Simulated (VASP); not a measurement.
The input files of a VASP run:

File POSCAR:
```
HfSi2
1
    1.8390710000    -7.3586900000     0.0000000000
    1.8390710000     7.3586900000     0.0000000000
    0.0000000000     0.0000000000     3.6799880000
Hf Si
2 4
Direct
  0.8942600000   0.1057400000   0.2500000000
  0.1057400000   0.8942600000   0.7500000000
  0.2502100000   0.7497900000   0.2500000000
  0.7497900000   0.2502100000   0.7500000000
  0.4471700000   0.5528300000   0.7500000000
  0.5528300000   0.4471700000   0.2500000000
```

File KPOINTS:
```
Automatic mesh
0
Gamma
6 6 6
0 0 0
```

INCAR:
```
SYSTEM  =  HfSi2
PREC  =  Accurate; ENCUT  =  300; LREAL  =  .FALSE.
LASPH  =  .TRUE.
EDIFF  =  1E-6; NELM  =  100; ALGO  =  Normal
LMAXMIX  =  6
ISMEAR  =  -1; SIGMA  =  0.1
GGA  =  PE
ISIF  =  2
LWAVE  =  .FALSE.; LCHARG  =  .FALSE.
```

POTCAR, in this order: Hf_pv Si (PBE.64 set). Program: vasp_std.

**Question.** Write an equivalent input for Ansatz.

**Answer.** One equivalent input (not run):
Ansatz 0.2 input:
```yaml
crystal:
  lattice:
    - [1.8390710, -7.3586900, 0.0000000]
    - [1.8390710, 7.3586900, 0.0000000]
    - [0.0000000, 0.0000000, 3.6799880]
  atoms:
    - { symbol: Hf, position: [0.8942600, 0.1057400, 0.2500000] }
    - { symbol: Hf, position: [0.1057400, 0.8942600, 0.7500000] }
    - { symbol: Si, position: [0.2502100, 0.7497900, 0.2500000] }
    - { symbol: Si, position: [0.7497900, 0.2502100, 0.7500000] }
    - { symbol: Si, position: [0.4471700, 0.5528300, 0.7500000] }
    - { symbol: Si, position: [0.5528300, 0.4471700, 0.2500000] }
kpoints:
  mp_grid: { grid: [6, 6, 6] }
hamiltonian:
  xc: pbe
  pseudopotentials: { kind: paw }
scf:
  occupations: { method: fermi_dirac, width: 0.1 }
  max_iter: 100
output: { forces: true, stress: true, eigenvalues: true }
```
The two are equivalent in intent, not identical: each code has its own PAW files, so the cut-off isn't converted (ENCUT is set for VASP's; basis.ecutwfc is left out, and Ansatz then takes the one that its files recommend); Ansatz stops its SCF on the density residual and VASP on the energy change (EDIFF).

The structure comes from a computed database's HfSi2 entry; how it stands against other phases isn't given here. The cell was not relaxed at this level.
